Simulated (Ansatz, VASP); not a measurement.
# Sn: VASP beside Ansatz, part 3 of 4

Wanted: the spread between two codes on one cell, functional and k mesh. The structure shown is the start of the Ansatz relaxation below; VASP solves that cell, so the two are compared at the walk's first step.

VASP 6.6.1 and Ansatz 0.2.0.

So far. Step 3 (VASP: single point, LDA, start cell, pair 1): The run ends at a pressure of -1.39 GPa, with forces up to 0.089 eV/Å.

**4. Differences**

Known differences besides the potentials themselves: the two LDA forms differ slightly; the cutoff is 420 eV in Ansatz and 400 eV in VASP; VASP's log shows a relativistic correction to its local exchange, Ansatz's none. Total energies have different zeros and are not compared.

Forces (eV/Å; atoms numbered as in POSCAR):

| atom | Ansatz x, y, z | VASP x, y, z |
| --- | --- | --- |
| Sn1 | -0.051, -0.051, -0.051 | -0.051, -0.051, -0.051 |
| Sn2 | 0.051, 0.051, 0.051 | 0.051, 0.051, 0.051 |

The forces differ by 0.2 meV/Å r.m.s., which is 0.4 % of the r.m.s. force of 0.051 eV/Å (both taken over all components).

**5. Ansatz: relaxation, LDA**

The two programs are compared at the cell with which this relaxation starts, whose forces are those of its first step. The cell compared in this pair holds 63.64 Å³, against 70.08 Å³ for the pair before.

The structure compared here is the start of the Ansatz relaxation; VASP solves that cell, so the two are compared at the walk's first step.

Contents of input.yaml:

```yaml
crystal:
  lattice:
    - [0.1270658389, 3.2336854459, 3.2336854459]
    - [3.2336854459, 0.1270658389, 3.2336854459]
    - [3.2336854459, 3.2336854459, 0.1270658389]
  atoms:
    - { symbol: Sn, position: [0.5028212275, 0.5028212275, 0.5028212275] }
    - { symbol: Sn, position: [0.7471787725, 0.7471787725, 0.7471787725] }
  conventional_axes: [[-1, 1, 0], [0, -1, 1], [1, 1, 1]]
kpoints:
  mp_grid: { grid: [12, 12, 12], shift: [0.5, 0.5, 0.5] }
hamiltonian:
  xc: lda
  pseudopotentials: { kind: paw, azcp: { folder: soft_1 }, xc_functional: pbe }
scf:
  occupations: { method: gaussian, width: 0.015 }
output:
  forces: true
  stress: true
  eigenvalues: true
relax:
  adjacent_minimum: "off"
  f_tol: 0.001
  max_steps: 60
  cell: { stress_tol: 0.01, fix: [a, b, angles] }
```

On the command line:

```
$ ansatz run input.yaml --threads 4 --pin off --max-ram 10240MiB --backend cpu --events-out ev --progress --plain --runs-dir out
```

Numbers of over 12 decimals in the logs are rounded to 6 here.

The program printed:

```text
[...]
Crystal: 2 atoms, lattice volume = 63.643 Å³
Basis set: ecut = 420 eV, 1267 PW (Γ)
Bands: 18, of which v1, the nominal top of the filled ones, is band 14 counted from 1 (13 counted from 0)
Symmetry: 12 space group operations
[...]
k-points: 182 of 1728
[...]
k-point 181: bands = [... 10 lower, -1.1132, 1.6789, 6.8118, 7.3960, 9.6779, 11.7758, 12.1365, 14.5075]
--- Relaxed structure (5 steps of the walk, 4 accepted, 1 SCFs on fresh bases) ---
[...]
cell:  # Å, volume = 64.0647 Å³
    - [0.141613, 3.248233, 3.248233]
    - [3.248233, 0.141613, 3.248233]
    - [3.248233, 3.248233, 0.141613]
  atoms:
    - { symbol: Sn, position: [0.503808, 0.503808, 0.503808] }
    - { symbol: Sn, position: [0.746192, 0.746192, 0.746192] }
[key lines of the parts left out:]
SCF converged after 5 iterations
Free energy (F): -11759.078858 eV
Fermi energy:    8.454582 eV
P = ⅓ Tr σ = 2.8971 GPa (28.971 kbar)
```

**6. VASP: single point, LDA, start cell, pair 2**

The same cell, functional (in two slightly different forms), mesh and smearing now go to VASP, with its own data sets.

Contents of INCAR:

```
SYSTEM = Sn
PREC = Accurate
ENCUT = 400
EDIFF = 1E-06
NELM = 120
ISMEAR = 0
SIGMA = 0.015
LREAL = .FALSE.
ALGO = Normal
GGA = CA
NBANDS = 20
LORBIT = 11
LWAVE = .FALSE.
LCHARG = .FALSE.
ISIF = 2
ISYM = 2
LASPH = .TRUE.
GGA_COMPAT = .FALSE.
KPAR = 2
```

Contents of POSCAR:

```
Sn
1.0
    0.1270660000      3.2336850000      3.2336850000
    3.2336850000      0.1270660000      3.2336850000
    3.2336850000      3.2336850000      0.1270660000
Sn
2
Direct
    0.5028213179      0.5028213179      0.5028213179
    0.7471788338      0.7471788338      0.7471788338
```

Contents of KPOINTS:

```
Points of the shifted mesh
1728
Reciprocal
 0.0416666667  0.0416666667  0.0416666667 1
 0.0416666667  0.0416666667  0.1250000000 1
 0.0416666667  0.0416666667  0.2083333333 1
 0.0416666667  0.0416666667  0.2916666667 1
 0.0416666667  0.0416666667  0.3750000000 1
 0.0416666667  0.0416666667  0.4583333333 1
 0.0416666667  0.0416666667  0.5416666667 1
 0.0416666667  0.0416666667  0.6250000000 1
 0.0416666667  0.0416666667  0.7083333333 1
 0.0416666667  0.0416666667  0.7916666667 1
 0.0416666667  0.0416666667  0.8750000000 1
 0.0416666667  0.0416666667  0.9583333333 1
 0.0416666667  0.1250000000  0.0416666667 1
 0.0416666667  0.1250000000  0.1250000000 1
 0.0416666667  0.1250000000  0.2083333333 1
 0.0416666667  0.1250000000  0.2916666667 1
 0.0416666667  0.1250000000  0.3750000000 1
 0.0416666667  0.1250000000  0.4583333333 1
 0.0416666667  0.1250000000  0.5416666667 1
 0.0416666667  0.1250000000  0.6250000000 1
 0.0416666667  0.1250000000  0.7083333333 1
 0.0416666667  0.1250000000  0.7916666667 1
 0.0416666667  0.1250000000  0.8750000000 1
 0.0416666667  0.1250000000  0.9583333333 1
 0.0416666667  0.2083333333  0.0416666667 1
 0.0416666667  0.2083333333  0.1250000000 1
 0.0416666667  0.2083333333  0.2083333333 1
 0.0416666667  0.2083333333  0.2916666667 1
 0.0416666667  0.2083333333  0.3750000000 1
 0.0416666667  0.2083333333  0.4583333333 1
 0.0416666667  0.2083333333  0.5416666667 1
 0.0416666667  0.2083333333  0.6250000000 1
 0.0416666667  0.2083333333  0.7083333333 1
 0.0416666667  0.2083333333  0.7916666667 1
 0.0416666667  0.2083333333  0.8750000000 1
 0.0416666667  0.2083333333  0.9583333333 1
 0.0416666667  0.2916666667  0.0416666667 1
 0.0416666667  0.2916666667  0.1250000000 1
 0.0416666667  0.2916666667  0.2083333333 1
 0.0416666667  0.2916666667  0.2916666667 1
 0.0416666667  0.2916666667  0.3750000000 1
 0.0416666667  0.2916666667  0.4583333333 1
 0.0416666667  0.2916666667  0.5416666667 1
 0.0416666667  0.2916666667  0.6250000000 1
 0.0416666667  0.2916666667  0.7083333333 1
 0.0416666667  0.2916666667  0.7916666667 1
 0.0416666667  0.2916666667  0.8750000000 1
 0.0416666667  0.2916666667  0.9583333333 1
 0.0416666667  0.3750000000  0.0416666667 1
 0.0416666667  0.3750000000  0.1250000000 1
 0.0416666667  0.3750000000  0.2083333333 1
 0.0416666667  0.3750000000  0.2916666667 1
 0.0416666667  0.3750000000  0.3750000000 1
 0.0416666667  0.3750000000  0.4583333333 1
 0.0416666667  0.3750000000  0.5416666667 1
 0.0416666667  0.3750000000  0.6250000000 1
 0.0416666667  0.3750000000  0.7083333333 1
 0.0416666667  0.3750000000  0.7916666667 1
 0.0416666667  0.3750000000  0.8750000000 1
 0.0416666667  0.3750000000  0.9583333333 1
 0.0416666667  0.4583333333  0.0416666667 1
 0.0416666667  0.4583333333  0.1250000000 1
 0.0416666667  0.4583333333  0.2083333333 1
 0.0416666667  0.4583333333  0.2916666667 1
 0.0416666667  0.4583333333  0.3750000000 1
 0.0416666667  0.4583333333  0.4583333333 1
 0.0416666667  0.4583333333  0.5416666667 1
 0.0416666667  0.4583333333  0.6250000000 1
 0.0416666667  0.4583333333  0.7083333333 1
 0.0416666667  0.4583333333  0.7916666667 1
 0.0416666667  0.4583333333  0.8750000000 1
 0.0416666667  0.4583333333  0.9583333333 1
 0.0416666667  0.5416666667  0.0416666667 1
 0.0416666667  0.5416666667  0.1250000000 1
 0.0416666667  0.5416666667  0.2083333333 1
 0.0416666667  0.5416666667  0.2916666667 1
 0.0416666667  0.5416666667  0.3750000000 1
 0.0416666667  0.5416666667  0.4583333333 1
 0.0416666667  0.5416666667  0.5416666667 1
 0.0416666667  0.5416666667  0.6250000000 1
 0.0416666667  0.5416666667  0.7083333333 1
 0.0416666667  0.5416666667  0.7916666667 1
 0.0416666667  0.5416666667  0.8750000000 1
 0.0416666667  0.5416666667  0.9583333333 1
 0.0416666667  0.6250000000  0.0416666667 1
 0.0416666667  0.6250000000  0.1250000000 1
 0.0416666667  0.6250000000  0.2083333333 1
 0.0416666667  0.6250000000  0.2916666667 1
 0.0416666667  0.6250000000  0.3750000000 1
 0.0416666667  0.6250000000  0.4583333333 1
 0.0416666667  0.6250000000  0.5416666667 1
 0.0416666667  0.6250000000  0.6250000000 1
 0.0416666667  0.6250000000  0.7083333333 1
 0.0416666667  0.6250000000  0.7916666667 1
 0.0416666667  0.6250000000  0.8750000000 1
 0.0416666667  0.6250000000  0.9583333333 1
 0.0416666667  0.7083333333  0.0416666667 1
 0.0416666667  0.7083333333  0.1250000000 1
 0.0416666667  0.7083333333  0.2083333333 1
 0.0416666667  0.7083333333  0.2916666667 1
 0.0416666667  0.7083333333  0.3750000000 1
 0.0416666667  0.7083333333  0.4583333333 1
 0.0416666667  0.7083333333  0.5416666667 1
 0.0416666667  0.7083333333  0.6250000000 1
 0.0416666667  0.7083333333  0.7083333333 1
 0.0416666667  0.7083333333  0.7916666667 1
 0.0416666667  0.7083333333  0.8750000000 1
 0.0416666667  0.7083333333  0.9583333333 1
 0.0416666667  0.7916666667  0.0416666667 1
 0.0416666667  0.7916666667  0.1250000000 1
 0.0416666667  0.7916666667  0.2083333333 1
 0.0416666667  0.7916666667  0.2916666667 1
[... 1390 lines left out ...]
 0.8750000000  0.4583333333  0.1250000000 1
 0.8750000000  0.4583333333  0.2083333333 1
 0.8750000000  0.4583333333  0.2916666667 1
 0.8750000000  0.4583333333  0.3750000000 1
 0.8750000000  0.4583333333  0.4583333333 1
 0.8750000000  0.4583333333  0.5416666667 1
 0.8750000000  0.4583333333  0.6250000000 1
 0.8750000000  0.4583333333  0.7083333333 1
 0.8750000000  0.4583333333  0.7916666667 1
 0.8750000000  0.4583333333  0.8750000000 1
 0.8750000000  0.4583333333  0.9583333333 1
 0.8750000000  0.5416666667  0.0416666667 1
 0.8750000000  0.5416666667  0.1250000000 1
 0.8750000000  0.5416666667  0.2083333333 1
 0.8750000000  0.5416666667  0.2916666667 1
 0.8750000000  0.5416666667  0.3750000000 1
 0.8750000000  0.5416666667  0.4583333333 1
 0.8750000000  0.5416666667  0.5416666667 1
 0.8750000000  0.5416666667  0.6250000000 1
 0.8750000000  0.5416666667  0.7083333333 1
 0.8750000000  0.5416666667  0.7916666667 1
 0.8750000000  0.5416666667  0.8750000000 1
 0.8750000000  0.5416666667  0.9583333333 1
 0.8750000000  0.6250000000  0.0416666667 1
 0.8750000000  0.6250000000  0.1250000000 1
 0.8750000000  0.6250000000  0.2083333333 1
 0.8750000000  0.6250000000  0.2916666667 1
 0.8750000000  0.6250000000  0.3750000000 1
 0.8750000000  0.6250000000  0.4583333333 1
 0.8750000000  0.6250000000  0.5416666667 1
 0.8750000000  0.6250000000  0.6250000000 1
 0.8750000000  0.6250000000  0.7083333333 1
 0.8750000000  0.6250000000  0.7916666667 1
 0.8750000000  0.6250000000  0.8750000000 1
 0.8750000000  0.6250000000  0.9583333333 1
 0.8750000000  0.7083333333  0.0416666667 1
 0.8750000000  0.7083333333  0.1250000000 1
 0.8750000000  0.7083333333  0.2083333333 1
 0.8750000000  0.7083333333  0.2916666667 1
 0.8750000000  0.7083333333  0.3750000000 1
 0.8750000000  0.7083333333  0.4583333333 1
 0.8750000000  0.7083333333  0.5416666667 1
 0.8750000000  0.7083333333  0.6250000000 1
 0.8750000000  0.7083333333  0.7083333333 1
 0.8750000000  0.7083333333  0.7916666667 1
 0.8750000000  0.7083333333  0.8750000000 1
 0.8750000000  0.7083333333  0.9583333333 1
 0.8750000000  0.7916666667  0.0416666667 1
 0.8750000000  0.7916666667  0.1250000000 1
 0.8750000000  0.7916666667  0.2083333333 1
 0.8750000000  0.7916666667  0.2916666667 1
 0.8750000000  0.7916666667  0.3750000000 1
 0.8750000000  0.7916666667  0.4583333333 1
 0.8750000000  0.7916666667  0.5416666667 1
 0.8750000000  0.7916666667  0.6250000000 1
 0.8750000000  0.7916666667  0.7083333333 1
 0.8750000000  0.7916666667  0.7916666667 1
 0.8750000000  0.7916666667  0.8750000000 1
 0.8750000000  0.7916666667  0.9583333333 1
 0.8750000000  0.8750000000  0.0416666667 1
 0.8750000000  0.8750000000  0.1250000000 1
 0.8750000000  0.8750000000  0.2083333333 1
 0.8750000000  0.8750000000  0.2916666667 1
 0.8750000000  0.8750000000  0.3750000000 1
 0.8750000000  0.8750000000  0.4583333333 1
 0.8750000000  0.8750000000  0.5416666667 1
 0.8750000000  0.8750000000  0.6250000000 1
 0.8750000000  0.8750000000  0.7083333333 1
 0.8750000000  0.8750000000  0.7916666667 1
 0.8750000000  0.8750000000  0.8750000000 1
 0.8750000000  0.8750000000  0.9583333333 1
 0.8750000000  0.9583333333  0.0416666667 1
 0.8750000000  0.9583333333  0.1250000000 1
 0.8750000000  0.9583333333  0.2083333333 1
 0.8750000000  0.9583333333  0.2916666667 1
 0.8750000000  0.9583333333  0.3750000000 1
 0.8750000000  0.9583333333  0.4583333333 1
 0.8750000000  0.9583333333  0.5416666667 1
 0.8750000000  0.9583333333  0.6250000000 1
 0.8750000000  0.9583333333  0.7083333333 1
 0.8750000000  0.9583333333  0.7916666667 1
 0.8750000000  0.9583333333  0.8750000000 1
 0.8750000000  0.9583333333  0.9583333333 1
 0.9583333333  0.0416666667  0.0416666667 1
 0.9583333333  0.0416666667  0.1250000000 1
 0.9583333333  0.0416666667  0.2083333333 1
 0.9583333333  0.0416666667  0.2916666667 1
 0.9583333333  0.0416666667  0.3750000000 1
 0.9583333333  0.0416666667  0.4583333333 1
 0.9583333333  0.0416666667  0.5416666667 1
 0.9583333333  0.0416666667  0.6250000000 1
 0.9583333333  0.0416666667  0.7083333333 1
 0.9583333333  0.0416666667  0.7916666667 1
 0.9583333333  0.0416666667  0.8750000000 1
 0.9583333333  0.0416666667  0.9583333333 1
 0.9583333333  0.1250000000  0.0416666667 1
 0.9583333333  0.1250000000  0.1250000000 1
 0.9583333333  0.1250000000  0.2083333333 1
 0.9583333333  0.1250000000  0.2916666667 1
 0.9583333333  0.1250000000  0.3750000000 1
 0.9583333333  0.1250000000  0.4583333333 1
 0.9583333333  0.1250000000  0.5416666667 1
 0.9583333333  0.1250000000  0.6250000000 1
 0.9583333333  0.1250000000  0.7083333333 1
 0.9583333333  0.1250000000  0.7916666667 1
 0.9583333333  0.1250000000  0.8750000000 1
 0.9583333333  0.1250000000  0.9583333333 1
 0.9583333333  0.2083333333  0.0416666667 1
 0.9583333333  0.2083333333  0.1250000000 1
 0.9583333333  0.2083333333  0.2083333333 1
 0.9583333333  0.2083333333  0.2916666667 1
 0.9583333333  0.2083333333  0.3750000000 1
 0.9583333333  0.2083333333  0.4583333333 1
 0.9583333333  0.2083333333  0.5416666667 1
 0.9583333333  0.2083333333  0.6250000000 1
 0.9583333333  0.2083333333  0.7083333333 1
 0.9583333333  0.2083333333  0.7916666667 1
 0.9583333333  0.2083333333  0.8750000000 1
 0.9583333333  0.2083333333  0.9583333333 1
 0.9583333333  0.2916666667  0.0416666667 1
 0.9583333333  0.2916666667  0.1250000000 1
 0.9583333333  0.2916666667  0.2083333333 1
 0.9583333333  0.2916666667  0.2916666667 1
 0.9583333333  0.2916666667  0.3750000000 1
 0.9583333333  0.2916666667  0.4583333333 1
 0.9583333333  0.2916666667  0.5416666667 1
 0.9583333333  0.2916666667  0.6250000000 1
 0.9583333333  0.2916666667  0.7083333333 1
 0.9583333333  0.2916666667  0.7916666667 1
 0.9583333333  0.2916666667  0.8750000000 1
 0.9583333333  0.2916666667  0.9583333333 1
 0.9583333333  0.3750000000  0.0416666667 1
 0.9583333333  0.3750000000  0.1250000000 1
 0.9583333333  0.3750000000  0.2083333333 1
 0.9583333333  0.3750000000  0.2916666667 1
 0.9583333333  0.3750000000  0.3750000000 1
 0.9583333333  0.3750000000  0.4583333333 1
 0.9583333333  0.3750000000  0.5416666667 1
 0.9583333333  0.3750000000  0.6250000000 1
 0.9583333333  0.3750000000  0.7083333333 1
 0.9583333333  0.3750000000  0.7916666667 1
 0.9583333333  0.3750000000  0.8750000000 1
 0.9583333333  0.3750000000  0.9583333333 1
 0.9583333333  0.4583333333  0.0416666667 1
 0.9583333333  0.4583333333  0.1250000000 1
 0.9583333333  0.4583333333  0.2083333333 1
 0.9583333333  0.4583333333  0.2916666667 1
 0.9583333333  0.4583333333  0.3750000000 1
 0.9583333333  0.4583333333  0.4583333333 1
 0.9583333333  0.4583333333  0.5416666667 1
 0.9583333333  0.4583333333  0.6250000000 1
 0.9583333333  0.4583333333  0.7083333333 1
 0.9583333333  0.4583333333  0.7916666667 1
 0.9583333333  0.4583333333  0.8750000000 1
 0.9583333333  0.4583333333  0.9583333333 1
 0.9583333333  0.5416666667  0.0416666667 1
 0.9583333333  0.5416666667  0.1250000000 1
 0.9583333333  0.5416666667  0.2083333333 1
 0.9583333333  0.5416666667  0.2916666667 1
 0.9583333333  0.5416666667  0.3750000000 1
 0.9583333333  0.5416666667  0.4583333333 1
 0.9583333333  0.5416666667  0.5416666667 1
 0.9583333333  0.5416666667  0.6250000000 1
 0.9583333333  0.5416666667  0.7083333333 1
 0.9583333333  0.5416666667  0.7916666667 1
 0.9583333333  0.5416666667  0.8750000000 1
 0.9583333333  0.5416666667  0.9583333333 1
 0.9583333333  0.6250000000  0.0416666667 1
 0.9583333333  0.6250000000  0.1250000000 1
 0.9583333333  0.6250000000  0.2083333333 1
 0.9583333333  0.6250000000  0.2916666667 1
 0.9583333333  0.6250000000  0.3750000000 1
 0.9583333333  0.6250000000  0.4583333333 1
 0.9583333333  0.6250000000  0.5416666667 1
 0.9583333333  0.6250000000  0.6250000000 1
 0.9583333333  0.6250000000  0.7083333333 1
 0.9583333333  0.6250000000  0.7916666667 1
 0.9583333333  0.6250000000  0.8750000000 1
 0.9583333333  0.6250000000  0.9583333333 1
 0.9583333333  0.7083333333  0.0416666667 1
 0.9583333333  0.7083333333  0.1250000000 1
 0.9583333333  0.7083333333  0.2083333333 1
 0.9583333333  0.7083333333  0.2916666667 1
 0.9583333333  0.7083333333  0.3750000000 1
 0.9583333333  0.7083333333  0.4583333333 1
 0.9583333333  0.7083333333  0.5416666667 1
 0.9583333333  0.7083333333  0.6250000000 1
 0.9583333333  0.7083333333  0.7083333333 1
 0.9583333333  0.7083333333  0.7916666667 1
 0.9583333333  0.7083333333  0.8750000000 1
 0.9583333333  0.7083333333  0.9583333333 1
 0.9583333333  0.7916666667  0.0416666667 1
 0.9583333333  0.7916666667  0.1250000000 1
 0.9583333333  0.7916666667  0.2083333333 1
 0.9583333333  0.7916666667  0.2916666667 1
 0.9583333333  0.7916666667  0.3750000000 1
 0.9583333333  0.7916666667  0.4583333333 1
 0.9583333333  0.7916666667  0.5416666667 1
 0.9583333333  0.7916666667  0.6250000000 1
 0.9583333333  0.7916666667  0.7083333333 1
 0.9583333333  0.7916666667  0.7916666667 1
 0.9583333333  0.7916666667  0.8750000000 1
 0.9583333333  0.7916666667  0.9583333333 1
 0.9583333333  0.8750000000  0.0416666667 1
 0.9583333333  0.8750000000  0.1250000000 1
 0.9583333333  0.8750000000  0.2083333333 1
 0.9583333333  0.8750000000  0.2916666667 1
 0.9583333333  0.8750000000  0.3750000000 1
 0.9583333333  0.8750000000  0.4583333333 1
 0.9583333333  0.8750000000  0.5416666667 1
 0.9583333333  0.8750000000  0.6250000000 1
 0.9583333333  0.8750000000  0.7083333333 1
 0.9583333333  0.8750000000  0.7916666667 1
 0.9583333333  0.8750000000  0.8750000000 1
 0.9583333333  0.8750000000  0.9583333333 1
 0.9583333333  0.9583333333  0.0416666667 1
 0.9583333333  0.9583333333  0.1250000000 1
 0.9583333333  0.9583333333  0.2083333333 1
 0.9583333333  0.9583333333  0.2916666667 1
 0.9583333333  0.9583333333  0.3750000000 1
 0.9583333333  0.9583333333  0.4583333333 1
 0.9583333333  0.9583333333  0.5416666667 1
 0.9583333333  0.9583333333  0.6250000000 1
 0.9583333333  0.9583333333  0.7083333333 1
 0.9583333333  0.9583333333  0.7916666667 1
 0.9583333333  0.9583333333  0.8750000000 1
 0.9583333333  0.9583333333  0.9583333333 1
```

PAW data sets: Sn_d (LDA family, release 64).

On the command line:

```
$ mpirun -np 2 vasp_std
```

The program printed:

```text
[... set-up lines as in an earlier step ...]
 entering main loop
       N       E                     dE             d eps       ncg     rms          rms(c)
DAV:   1     0.209737130644E+03    0.20974E+03   -0.13288E+04 69704   0.182E+03
DAV:   2     0.130285671482E+02   -0.19671E+03   -0.19313E+03 69488   0.409E+02
DAV:   3    -0.834202849049E+01   -0.21371E+02   -0.21255E+02 79372   0.137E+02
DAV:   4    -0.899944414538E+01   -0.65742E+00   -0.65713E+00 78532   0.275E+01
[...]
DAV:   9    -0.886763722970E+01   -0.68665E-04   -0.35826E-04 94020   0.148E-01    0.281E-02
DAV:  10    -0.886764097747E+01   -0.37478E-05   -0.22732E-05 77720   0.364E-02    0.511E-03
DAV:  11    -0.886764057327E+01    0.40420E-06   -0.25823E-06 63644   0.125E-02
   1 F= -.88676406E+01 E0= -.88676261E+01  d E =-.290460E-04
```

From OUTCAR (step 6):

```text
  Total        1.3465357      1.3465357      1.3465357     -0.6050540     -0.6050540     -0.6050540
  in kB       33.8980583     33.8980583     33.8980583    -15.2317951    -15.2317951    -15.2317951
  external PRESSURE =      33.8980583 kB  Pullay stress =       0.0000000 kB

 POSITION                                       TOTAL-FORCE (eV/Angst)
 -----------------------------------------------------------------------------------
      3.31582      3.31582      3.31582         0.079415      0.079415      0.079415
      4.92722      4.92722      4.92722        -0.079415     -0.079415     -0.079415
 -----------------------------------------------------------------------------------
    total drift:                               -0.000000     -0.000000     -0.000000

  FREE ENERGIE OF THE ION-ELECTRON SYSTEM (eV)
  ---------------------------------------------------
  free  energy   TOTEN  =        -8.8676405733 eV

  energy  without entropy=       -8.8676115273  energy(sigma->0) =       -8.86762605

[... 1 part as in an earlier step ...]

[... 2 further parts left out ...]
[key lines of the parts left out:]
E-fermi :   6.2432
```

The run ends at a pressure of 3.39 GPa, with forces up to 0.14 eV/Å.

**7. Side by side**

Forces (eV/Å; atoms numbered as in POSCAR):

| atom | Ansatz x, y, z | VASP x, y, z |
| --- | --- | --- |
| Sn1 | 0.078, 0.078, 0.078 | 0.079, 0.079, 0.079 |
| Sn2 | -0.078, -0.078, -0.078 | -0.079, -0.079, -0.079 |

The forces differ by 1.8 meV/Å r.m.s., which is 2.3 % of the r.m.s. force of 0.079 eV/Å (both taken over all components).

[end of part 3 of 4]

[Lines on the potential files, build, host, timing and source positions are cut from VASP's logs without a mark.]

[Logs are printed without paths, hosts, clocks, repeated set-up lines and the standing remarks that a program may print on its own settings, such as how far it seeks lower states.]

[Hosts, paths, dates, database ids (printed as entryN), source tags and the programs' standing remarks are cut or masked in the printed files.]
